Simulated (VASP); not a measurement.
Method: r2SCAN meta-GGA, VASP's PBE PAW potentials (set 64) (plane waves; VASP).

The input files of a VASP run:

### KPOINTS
```
Automatic mesh
0
Gamma
10 10 10
0 0 0
```

**POSCAR**
```
AuZn
1
    3.1473172308     0.0000000000     0.0000000000
    0.0000000000     3.1473172308     0.0000000000
   -0.0000000000    -0.0000000000     3.1473172308
Zn Au
1 1
Direct
  0.5000000000   0.5000000000   0.5000000000
  0.0000000000   0.0000000000   0.0000000000
```

### INCAR
```
! general
SYSTEM  = AuZn
PREC    = Accurate
ENCUT   = 400
LREAL   = F
LASPH   = T

! electronic loop
EDIFF   = 1E-8
NELM    = 100
ALGO    = Normal
LMAXMIX = 6
LMIXTAU = T

! smearing
ISMEAR  = 1
SIGMA   = 0.1

! functional
METAGGA = R2SCAN

! ions
IBRION  = 1
NSW     = 30
ISIF    = 2
EDIFFG  = -0.001

! output
LWAVE   = F
LCHARG  = F
```

POTCAR, in this order: Zn Au (PBE.64 set). Program: vasp_std.

What VASP printed:

OSZICAR:
```
       N       E                     dE             d eps       ncg     rms          rms(c)
DAV:   1     0.498143767465E+02    0.49814E+02   -0.10455E+04  1760   0.170E+03
DAV:   2    -0.619748344681E+02   -0.11179E+03   -0.10846E+03  1757   0.309E+02
DAV:   3    -0.654923824980E+02   -0.35175E+01   -0.35084E+01  2079   0.663E+01
DAV:   4    -0.655161581048E+02   -0.23776E-01   -0.23777E-01  1932   0.448E+00
DAV:   5    -0.655164585235E+02   -0.30042E-03   -0.30042E-03  2100   0.514E-01    0.903E+00
DAV:   6    -0.599077562837E+02    0.56087E+01   -0.55306E+00  1722   0.299E+01    0.681E+00
DAV:   7    -0.598780145341E+02    0.29742E-01   -0.31178E-01  1883   0.782E+00    0.364E+00
DAV:   8    -0.598881318040E+02   -0.10117E-01   -0.23915E-01  1799   0.607E+00    0.960E-01
DAV:   9    -0.599334547854E+02   -0.45323E-01   -0.36197E-02  1778   0.312E+00    0.247E-01
DAV:  10    -0.599346803297E+02   -0.12255E-02   -0.59660E-03  1897   0.835E-01    0.735E-02
DAV:  11    -0.599347874979E+02   -0.10717E-03   -0.26860E-03  1799   0.595E-01    0.539E-02
DAV:  12    -0.599350523775E+02   -0.26488E-03   -0.18935E-04  1764   0.153E-01    0.322E-02
DAV:  13    -0.599350507953E+02    0.15822E-05   -0.38459E-05  1911   0.868E-02    0.123E-02
DAV:  14    -0.599350703225E+02   -0.19527E-04   -0.32022E-05  1813   0.863E-02    0.322E-03
DAV:  15    -0.599350701664E+02    0.15610E-06   -0.16939E-06  1862   0.219E-02    0.205E-03
DAV:  16    -0.599350703078E+02   -0.14144E-06   -0.19793E-07  1764   0.616E-03    0.110E-03
DAV:  17    -0.599350690193E+02    0.12885E-05   -0.29224E-07  1785   0.620E-03    0.561E-04
DAV:  18    -0.599350691853E+02   -0.16600E-06   -0.22671E-08  1552   0.181E-03    0.192E-04
DAV:  19    -0.599350691582E+02    0.27052E-07   -0.88628E-09  1260   0.954E-04    0.157E-04
DAV:  20    -0.599350691384E+02    0.19787E-07   -0.71339E-10   910   0.296E-04    0.731E-05
DAV:  21    -0.599350691413E+02   -0.28831E-08   -0.12250E-09   854   0.465E-04
   1 F= -.59935069E+02 E0= -.59934789E+02  d E =-.599351E+02
```

**OUTCAR**
```
------------------------ aborting loop because EDIFF is reached ----------------------------------------
  FORCE on cell =-STRESS in cart. coord.  units (eV):
  Direction    XX          YY          ZZ          XY          YZ          ZX
  --------------------------------------------------------------------------------------
  Total       -0.0026836     -0.0026836     -0.0026836      0.0000000     -0.0000000     -0.0000000
  in kB       -0.1379157     -0.1379157     -0.1379157      0.0000000     -0.0000000     -0.0000000
  external PRESSURE =      -0.1379157 kB  Pullay stress =       0.0000000 kB
  volume of cell :       31.18
      direct lattice vectors                 reciprocal lattice vectors
     3.147317231  0.000000000  0.000000000     0.317730920  0.000000000  0.000000000
     0.000000000  3.147317231  0.000000000     0.000000000  0.317730920  0.000000000
     0.000000000  0.000000000  3.147317231     0.000000000  0.000000000  0.317730920
 POSITION                                       TOTAL-FORCE (eV/Angst)
 -----------------------------------------------------------------------------------
      1.57366      1.57366      1.57366         0.000000      0.000000      0.000000
      0.00000      0.00000      0.00000         0.000000      0.000000      0.000000
 -----------------------------------------------------------------------------------
    total drift:                                0.000000      0.000000     -0.000000
  FREE ENERGIE OF THE ION-ELECTRON SYSTEM (eV)
  ---------------------------------------------------
  free  energy   TOTEN  =       -59.9350691413 eV

  energy  without entropy=      -59.9342281904  energy(sigma->0) =      -59.93478882

 reached required accuracy - stopping structural energy minimisation
```
(Selected blocks of OUTCAR.)

The compound is AuZn in the CsCl type structure. It was relaxed first. The start is the result of an earlier pass. The electron count is odd and the run is not spin-polarised, which forces a metal.
